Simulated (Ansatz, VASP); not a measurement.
**Cross-check of TaN between VASP and Ansatz**

One calculation is typed for both programs; each brings its own data sets. How far apart do they land? Of the first pair: The structure shown is the end of the Ansatz relaxation below.

Main program and level: Ansatz 0.2.0; plane waves, with VASP 6.6.1 beside it; PBEsol.

### 1. Starting point

The structure is hexagonal, space group P-6m2 (No. 187). Conventional cell: a = 2.913 Å, b = 2.913 Å, c = 2.862 Å, α = 90.00°, β = 90.00°, γ = 120.00°. N has 6 Ta at 2.21 Å nearest. Ta has 6 N at 2.21 Å nearest. Farther neighbours and most contacts between anions are not listed.

Coordinates:

```cif
data_structure
_symmetry_space_group_name_H-M 'P-6m2'
_symmetry_Int_Tables_number 187
_cell_length_a 2.9134
_cell_length_b 2.9134
_cell_length_c 2.8622
_cell_angle_alpha 90.000
_cell_angle_beta 90.000
_cell_angle_gamma 120.000
_cell_volume 21.04
loop_
_atom_site_label
_atom_site_type_symbol
_atom_site_symmetry_multiplicity
_atom_site_Wyckoff_symbol
_atom_site_fract_x
_atom_site_fract_y
_atom_site_fract_z
_atom_site_occupancy
N1 N 1 e 0.66667 0.33333 0.00000 1
Ta1 Ta 1 b 0.00000 0.00000 0.50000 1
```

### 2. Ansatz: relaxation, PBEsol

Ansatz runs on its PAW soft_1 files.

This run makes the geometry at which the two programs are then compared.

input.yaml

```yaml
crystal:
  lattice:
    - [2.9073000715, 0.0, 0.0]
    - [-1.4536500357, 2.5177957184, 0.0]
    - [0.0, 0.0, 2.8743113267]
  atoms:
    - { symbol: "N", position: [0.6666666667, 0.3333333333, 0.0] }
    - { symbol: Ta, position: [0.0, 0.0, 0.5] }
kpoints:
  mp_grid: { grid: [18, 18, 16] }
hamiltonian:
  xc: pbesol
  pseudopotentials: { kind: paw, azcp: { folder: soft_1 }, xc_functional: pbe }
scf:
  occupations: { method: methfessel_paxton, width: 0.2 }
output:
  forces: true
  stress: true
  eigenvalues: true
relax:
  adjacent_minimum: "off"
  f_tol: 0.001
  max_steps: 60
  cell: { stress_tol: 0.01, fix: [volume] }
```

Run with:

```console
$ ansatz run input.yaml --threads 4 --pin off --max-ram 10240MiB --backend cpu --events-out ev --progress --plain --runs-dir out
```

Numbers of over 12 decimals in the logs are rounded to 6 here.

What it wrote:

```text
Engine: ansatz 0.2.0, x86_64-unknown-linux-gnu
Pseudopotentials: kind: paw
Pseudopotential: N, paw, valence charge 5, recommended cutoff 420 eV (normal), soft_1/N.paw.azcp
Pseudopotential: Ta, paw, valence charge 13, recommended cutoff 420 eV (normal), soft_1/Ta.paw.azcp
Functional definition: PBEsol
  exchange = pbesol_x
  correlation = pbesol_c
Crystal: 2 atoms, lattice volume = 21.040 Å³
Basis set: ecut = 420 eV, 405 PW (Γ), exchange–correlation on 40×40×40 points (8 copies of the dense FFT grid, shifted against one another)
Bands: 13, of which v1, the nominal top of the filled ones, is band 9 counted from 1 (8 counted from 0)
Symmetry: 12 space group operations
Space group: P-6m2 (ITA 187), of the structure as read, at distance tolerance 2.8e-5 Å
k-points: 333 of 5184 (time reversal used)
Non-local potential: N, projectors of the file, l = 0: 2, l = 1: 2, l = 2: 1
Non-local potential: Ta, projectors of the file, l = 0: 3, l = 1: 2, l = 2: 2, l = 3: 1
PAW form: soft (Blöchl's): semilocal exchange-correlation on the pseudo side does not see the compensation charge
PAW frozen core: N, regenerated for the run's functional, and the local potential with it (the file was generated under x = pbe(κ = 0.804, μ = 0.219515), c = pbe(β = 0.066725))
PAW frozen core: Ta, regenerated for the run's functional, and the local potential with it (the file was generated under x = pbe(κ = 0.804, μ = 0.219515), c = pbe(β = 0.066725))
PAW one-centre angular grid: N, 110 points (default); XC on 64 Gauss nodes
PAW one-centre angular grid: Ta, 590 points (default); XC on 64 Gauss nodes
Initial density: superposition of atomic densities (chi_scale 0.1, normalization cell, long waves kept (reshape's long-wave potential 0.00 eV rms))
Initial wavefunctions: pseudopotential atomic-orbital guess
Functional: x = pbesol(κ = 0.804, μ = 0.123457), c = pbesol(β = 0.046)
SCF iter   1: F=—  HF=-10188.581926 eV  |F-HF|=—  |Δ(HF+E_count)|=         —  Δρ=4.92e-2  dr2=2.87e-1  ethr=3.10e-3  ⟨swp⟩=5.0  Hψ=21572  notcnv=0
preconditioner: auto → none  [metal: Δε(μ)=0.070 eV  Ē_g=11.367 eV  σ=0.200 eV  W_gap=0.29  n_scr=8 (ndim 8)  ℏωp=25.6 eV  f_vac=0.000  D(μ)=0.05/eV (n_scr^D=0)  sad-step TF]
SCF iter   2: F=—  HF=-10188.571650 eV  |F-HF|=—  |Δ(HF+E_count)|=   1.03e-2  S|Δr|=    0.00e0  Δρ=3.09e-2  dr2=1.24e-1  ethr=1.60e-3  ⟨swp⟩=1.0  Hψ=6993  notcnv=0
SCF iter   3: F=—  HF=-10188.556174 eV  |F-HF|=—  |Δ(HF+E_count)|=   1.55e-2  S|Δr|=    0.00e0  Δρ=1.61e-3  dr2=2.34e-4  ethr=6.89e-4  ⟨swp⟩=2.7  Hψ=6062  notcnv=0
SCF iter   4: F=—  HF=-10188.556293 eV  |F-HF|=—  |Δ(HF+E_count)|=   1.19e-4  S|Δr|=    0.00e0  Δρ=3.69e-4  dr2=2.54e-5  ethr=1.30e-6  ⟨swp⟩=2.3  Hψ=7026  notcnv=0
SCF iter   5: F=—  HF=-10188.556297 eV  |F-HF|=—  |Δ(HF+E_count)|=   4.37e-6  S|Δr|=    0.00e0  Δρ=3.62e-5  dr2=1.26e-7  ethr=1.41e-7  ⟨swp⟩=2.1  Hψ=5774  notcnv=0
SCF iter   6: F=-10188.556297 eV  HF=-10188.556297 eV  |F-HF|=1.56e-9  |Δ(HF+E_count)|=   1.06e-8  S|Δr|=    0.00e0  Δρ=7.59e-6  dr2=4.45e-9  ethr=5.56e-10  ⟨swp⟩=6.7  Hψ=20954  notcnv=0
SCF 1 converged in 6 iterations: F = -10188.556297 eV  dr2 = 4.45e-9
  greatest PAW one-centre occupation: 0.999 electrons in one spin orbital (limit 2), on the Ta atom at site 1 (counted from 0), in its partial waves of l = 0
relax step   1: F+E_penalty+E_count = -10188.55629732 eV  Δ(F+E_penalty+E_count) = +0.000e0 eV  max|allowed force component| = 2.776e-17 eV/Å  Δτ_max = 0.0000 Å  P = +3.543 GPa  Ω = 21.040 Å³  fix = [volume]  reactions: volume +3.543 GPa  (6 SCF iters, dr2 threshold 1.00e-7 eV, accepted)
[...]
relax step   3: F+E_penalty+E_count = -10188.55745642 eV  Δ(F+E_penalty+E_count) = -1.159e-3 eV  max|allowed force component| = 3.701e-17 eV/Å  Δτ_max = 0.0000 Å  P = +3.714 GPa  Ω = 21.040 Å³  energy of the carried Pulay correction = -8.868e-7 eV  fix = [volume]  reactions: volume +3.714 GPa  (7 SCF iters, accepted)
[...]
relax step   4: F+E_penalty+E_count = -10188.55745657 eV  Δ(F+E_penalty+E_count) = -1.496e-7 eV  max|allowed force component| = 3.701e-17 eV/Å  Δτ_max = 0.0000 Å  P = +3.716 GPa  Ω = 21.040 Å³  energy of the carried Pulay correction = -8.973e-7 eV  fix = [volume]  reactions: volume +3.716 GPa  (2 SCF iters, dr2 threshold 2.74e-9 eV, accepted)
[...]
relax step   5: F+E_penalty+E_count = -10188.55746171 eV  Δ(F+E_penalty+E_count) = -5.143e-6 eV  max|allowed force component| = 1.850e-17 eV/Å  Δτ_max = 0.0000 Å  P = +3.717 GPa  Ω = 21.040 Å³  fix = [volume]  reactions: volume +3.717 GPa  stress off target by 1.44e-2 GPa on what of the cell is left free  SCF on the basis re-selected at this cell (its energy is not comparable with the rows above)  (5 SCF iters)
[...]
relax step   6: F+E_penalty+E_count = -10188.55746173 eV  Δ(F+E_penalty+E_count) = -2.584e-8 eV  max|allowed force component| = 8.327e-17 eV/Å  Δτ_max = 0.0000 Å  P = +3.718 GPa  Ω = 21.040 Å³  energy of the carried Pulay correction = -4.295e-9 eV  fix = [volume]  reactions: volume +3.718 GPa  (2 SCF iters, dr2 threshold 5.17e-10 eV, accepted)
[...]
relax step   7: F+E_penalty+E_count = -10188.55746100 eV  Δ(F+E_penalty+E_count) = +7.339e-7 eV  max|allowed force component| = 2.313e-18 eV/Å  Δτ_max = 0.0000 Å  P = +3.718 GPa  Ω = 21.040 Å³  fix = [volume]  reactions: volume +3.718 GPa  stress off target by 1.32e-4 GPa on what of the cell is left free  SCF on the basis re-selected at this cell (its energy is not comparable with the rows above)  (4 SCF iters)
basis re-selected at this cell: Δ(F+E_penalty+E_count) = +7.339e-7 eV, ΔP = +0.000 GPa vs the last step (what re-selecting the basis moved, of the pressure what is left beyond the Pulay correction that the steps carried, after the strain that the cell walked since its last selection, with what the two solves' SCF thresholds leave and, on support functions, any second-order correction that the steps lacked; it is no m [...]
SCF converged after 4 iterations
Stability not checked: this state was not tested for a lower state beside it, because cold or Methfessel-Paxton smearing, or corrected tetrahedra, fill the levels in a way that the test cannot read (fill_not_monotonic; see scf.lower_state_search)
Free energy (F): -10188.557461 eV
Harris-Foulkes:  -10188.557461 eV  (|F-HF|=3.64e-12)
Internal energy: -10188.557927 eV  (E = F + TS)
E sigma→0 (E₀):  -10188.557578 eV
Entropy (-TS):   0.000466 eV (0.233 meV/atom)
Fermi energy:    20.457139 eV
--- Per-component energies (eV) ---
  E_band       = -47.167836
  E_kinetic    = 524.684912
  E_local      = -574.331998  (includes V_loc(G=0)·N_el)
  E_nonlocal   = 26.480041
  E_hartree    = 206.071044
  E_xc         = -379.473333
  E_vxc        = -310.780587  (∫ρ·V_xc dr)
  E_paw        = -8304.695040  (= ΣΔE_a)
  E_vpaw       = -125.363178  (= ΣTr[D̂ρ^β])
  E_aug_tail   = 0.000887  (compensation charges beyond the density's cutoff)
  E_ewald      = -1687.536253
  E_core_change = 0.241812  (= ΣΔE_core)
  E_smearing   = 0.000466  (= −TS)
  E_closure    = -0.000000  (closes the sum)
  Σ components = -10188.557461   (vs F -10188.557461, Δ=0.00e0)
--- Forces (eV/Å), atoms counted from 1 ---
  atom   1  N      0.00000000    -0.00000000     0.00000000
  atom   2  Ta     0.00000000    -0.00000000     0.00000000
  max |Σ_I F_I| component: 2.96e-16 eV/Å
--- Stress (GPa, compression-positive) ---
        3.717669       0.000000      -0.000000
        0.000000       3.717669       0.000000
       -0.000000       0.000000       3.717867
  P = ⅓ Tr σ = 3.7177 GPa (37.177 kbar)
--- Band table (eV; the first three rows and the last of 333) ---
  k-point 0: bands = [... 5 lower, 15.8388, 15.8388, 16.1698, 17.5438, 22.8782, 24.1983, 24.1983, 24.6356]
  k-point 1: bands = [... 5 lower, 15.8592, 15.8720, 15.8720, 17.8035, 23.0208, 23.5662, 23.5662, 25.1191]
  k-point 2: bands = [... 5 lower, 15.1687, 15.9673, 15.9673, 18.3901, 22.7337, 22.7337, 23.4073, 25.4994]
  k-point 332: bands = [... 5 lower, 12.0447, 13.8525, 16.5988, 20.1607, 25.1840, 25.7337, 27.4621, 28.3035]
--- Relaxed structure (5 steps of the walk, 4 accepted, 2 SCFs on fresh bases) ---
  F+E_penalty+E_count = -10188.55746100 eV   max|allowed force component| = 2.313e-18 eV/Å   (the final SCF, on the basis selected at the relaxed cell)
  cell:  # Å, volume = 21.0399 Å³
    - [2.913424, -2.8928418261955723e-11, 0.0]
    - [-1.456712, 2.523099, 0.0]
    - [0.0, 0.0, 2.862241]
  atoms:
    - { symbol: N, position: [0.666667, 0.333333, 0.0] }
    - { symbol: Ta, position: [-3.700743415524893e-17, 0, 0.500000] }
```

Reading the cycles: dr2 is the Hartree energy of the density residual (eV), the measure of convergence; HF is the Harris–Foulkes estimate of the energy, which meets the free energy F at convergence.

### 3. VASP: single point, PBEsol

The same cell, functional, mesh and smearing now go to VASP, with its own data sets.

Lines of VASP's logs that name or quote its potential files are left out, and so is its time.

INCAR

```
SYSTEM = TaN
PREC = Accurate
ENCUT = 600
EDIFF = 1E-06
NELM = 120
ISMEAR = 1
SIGMA = 0.2
LREAL = .FALSE.
ALGO = Normal
GGA = PS
NBANDS = 14
LASPH = .TRUE.
LORBIT = 11
LWAVE = .FALSE.
LCHARG = .FALSE.
ISIF = 2
GGA_COMPAT = .FALSE.
KPAR = 2
```

POSCAR

```
TaN
1.0
    2.9134240197      0.0000000000      0.0000000000
   -1.4567120098      2.5230992131      0.0000000000
    0.0000000000      0.0000000000      2.8622405578
N Ta
1 1
Direct
    0.6666666667      0.3333333333      0.0000000000
    0.0000000000      1.0000000000      0.5000000000
```

KPOINTS

```
Automatic mesh
0
Gamma
18 18 16
0 0 0
```

PAW data sets: N and Ta_pv (PBE family, release 64).

Run with:

```console
$ mpirun -np 2 vasp_std
```

What it wrote:

```text
[banner, memory and clock lines left out]
running    2 mpi-ranks, on    1 nodes
 distrk:  each k-point on    1 cores,    2 groups
 distr:  one band on    1 cores,    1 groups

 POSCAR found type information on POSCAR N Ta
 POSCAR found :  2 types and       2 ions
|                                                                             |
|               ----> ADVICE to this user running VASP <----                  |
|                                                                             |
|     You enforced a specific xc type in the INCAR file but a different       |
|     [... a line on the potential file left out ...]
|     I HOPE YOU KNOW WHAT YOU ARE DOING!                                     |
|                                                                             |

 LDA part: xc-table for (Slater+PW92), standard interpolation
 POSCAR, INCAR and KPOINTS ok, starting setup
 FFT: planning ... GRIDC
 FFT: planning ... GRID_SOFT
 FFT: planning ... GRID
 WAVECAR not read
 entering main loop
       N       E                     dE             d eps       ncg     rms          rms(c)
DAV:   1     0.103571549354E+03    0.10357E+03   -0.98330E+03  9340   0.134E+03
DAV:   2    -0.224165213881E+02   -0.12599E+03   -0.11933E+03 11226   0.347E+02
DAV:   3    -0.261031049850E+02   -0.36866E+01   -0.36596E+01 10836   0.584E+01
DAV:   4    -0.261228031849E+02   -0.19698E-01   -0.19695E-01 10896   0.448E+00
DAV:   5    -0.261229180487E+02   -0.11486E-03   -0.11486E-03 11196   0.332E-01    0.249E+01
DAV:   6    -0.239239243567E+02    0.21990E+01   -0.38842E+00 11216   0.247E+01    0.106E+01
DAV:   7    -0.238396918118E+02    0.84233E-01   -0.36956E-01 11736   0.621E+00    0.729E+00
DAV:   8    -0.238089682452E+02    0.30724E-01   -0.12399E-01 12570   0.339E+00    0.153E+00
DAV:   9    -0.238039459689E+02    0.50223E-02   -0.10821E-02 10428   0.952E-01    0.201E-01
DAV:  10    -0.238038618662E+02    0.84103E-04   -0.55335E-04 12828   0.290E-01    0.143E-01
DAV:  11    -0.238038221095E+02    0.39757E-04   -0.61815E-05 10530   0.826E-02    0.142E-02
DAV:  12    -0.238038221076E+02    0.19636E-08   -0.44886E-06 12024   0.199E-02
   1 F= -.23803822E+02 E0= -.23803975E+02  d E =0.459939E-03
```

From OUTCAR (step 3):

```text
ion  position               nearest neighbor table
   1  0.667  0.333  0.000-   2 2.21   2 2.21   2 2.21   2 2.21   2 2.21   2 2.21
   2  0.000  0.000  0.500-   1 2.21   1 2.21   1 2.21   1 2.21   1 2.21   1 2.21

  LATTYP: Found a hexagonal cell.
 ALAT       =     2.9134240197
 C/A-ratio  =     0.9824318528

 Subroutine GETGRP returns: Found 12 space group operations
 (whereof 12 operations were pure point group operations)

The static configuration has the point symmetry D_3h.

 Found    333 irreducible k-points:

   k-points           NKPTS =    333   k-points in BZ     NKDIM =    333   number of bands    NBANDS=     14

   dimension x,y,z NGX =    24 NGY =   24 NGZ =   24
   dimension x,y,z NGXF=    48 NGYF=   48 NGZF=   48

   ENCUT  =  600.0 eV  44.10 Ry    6.64 a.u.   5.82  5.82  5.72*2*pi/ulx,y,z

   NELECT =      16.0000    total number of electrons

 k-points in reciprocal lattice and weights: Automatic mesh
   0.00000000  0.00000000  0.00000000       0.000
   0.05555556  0.00000000  0.00000000       0.001
   0.11111111  0.00000000  0.00000000       0.001
   0.16666667  0.00000000  0.00000000       0.001
   0.22222222  0.00000000  0.00000000       0.001
   0.27777778  0.00000000  0.00000000       0.001
   0.33333333  0.00000000  0.00000000       0.001
   0.38888889  0.00000000  0.00000000       0.001
   0.44444444  0.00000000  0.00000000       0.001
[...]
0.33333333  0.27777778  0.50000000       0.002
   0.33333333  0.33333333  0.50000000       0.000

 average (electrostatic) potential at core
       1 -61.5201       2 -34.4824

 E-fermi :   8.2921

 k-point     1 :       0.0000    0.0000    0.0000
  band No.  band energies     occupation
    ...
      4      -9.5746      2.00000
      5       3.6842      2.00000
      6       3.6842      2.00000
      7       4.0022      2.00000
      8       5.4011      2.00000
      9      10.7528     -0.00000
     10      12.0488     -0.00000
     11      12.0488     -0.00000
     12      12.4612      0.00000
     13      12.4612      0.00000
    ...

 k-point     2 :       0.0556    0.0000    0.0000
  band No.  band energies     occupation
    ...
      4      -9.5061      2.00000
      5       3.4685      2.00000
      6       3.7360      2.00000
      7       4.1103      2.00000
      8       5.3014      2.00000
      9      11.0019     -0.00000
     10      11.9007     -0.00000
     11      12.0575     -0.00000
     12      12.4259      0.00000
     13      12.5535      0.00000
    ...

 k-point     3 :       0.1111    0.0000    0.0000
  band No.  band energies     occupation
    ...
      4      -9.3082      2.00000
      5       2.9651      2.00000
      6       3.8836      2.00000
      7       4.3583      2.00000
      8       5.0309      2.00000
      9      11.4532     -0.00000
     10      11.7177     -0.00000
     11      12.0935     -0.00000
     12      12.3259      0.00000
     13      12.7937      0.00000
    ...

  Total        0.5882462      0.5882462      0.6206765      0.0000000     -0.0000000      0.0000000
  in kB       44.7945918     44.7945918     47.2641393      0.0000000     -0.0000000      0.0000000
  external PRESSURE =      45.6177743 kB  Pullay stress =       0.0000000 kB

  energy-cutoff  :      600.00
  volume of cell :       21.04
      direct lattice vectors                 reciprocal lattice vectors
     2.913424020  0.000000000  0.000000000     0.343238744  0.198168981  0.000000000
    -1.456712010  2.523099213  0.000000000     0.000000000  0.396337962  0.000000000
     0.000000000  0.000000000  2.862240558     0.000000000  0.000000000  0.349376644

 POSITION                                       TOTAL-FORCE (eV/Angst)
 -----------------------------------------------------------------------------------
      1.45671      0.84103      0.00000         0.000000      0.000000      0.000000
      0.00000      0.00000      1.43112        -0.000000      0.000000      0.000000
 -----------------------------------------------------------------------------------
    total drift:                               -0.000000      0.000000      0.000000

  FREE ENERGIE OF THE ION-ELECTRON SYSTEM (eV)
  ---------------------------------------------------
  free  energy   TOTEN  =       -23.8038221076 eV

  energy  without entropy=      -23.8042820470  energy(sigma->0) =      -23.80397542

 total charge
# of ion       s       p       d       tot
------------------------------------------
    1        1.220   2.501   0.000   3.721
    2        0.311   6.282   2.474   9.068
--------------------------------------------------
tot          1.531   8.783   2.474  12.789

[... 3 further parts left out ...]
```

The run ends at a pressure of 4.56 GPa.

### 4. Comparison

Known differences besides the potentials themselves: the data sets hold 18 valence electrons in Ansatz (on its PAW soft_1 files) and 16 in VASP; the cutoff is 420 eV in Ansatz and 600 eV in VASP; Ansatz makes its cores anew for this functional, VASP keeps those of its PBE data sets; Ansatz's pressure holds a Pulay correction, VASP's none. Total energies have different zeros and are not compared.

The two programs side by side:

```tsv
quantity	Ansatz	VASP	difference
pressure (GPa)	3.72	4.56	-0.84
```

(Part 1 of 2 ends here.)

[Lines on the potential files, build, host, timing and source positions are cut from VASP's logs without a mark.]

[Logs are printed without paths, hosts, clocks, repeated set-up lines and the standing remarks that a program may print on its own settings, such as how far it seeks lower states.]

[Hosts, paths, dates, database ids (printed as entryN), source tags and the programs' standing remarks are cut or masked in the printed files.]
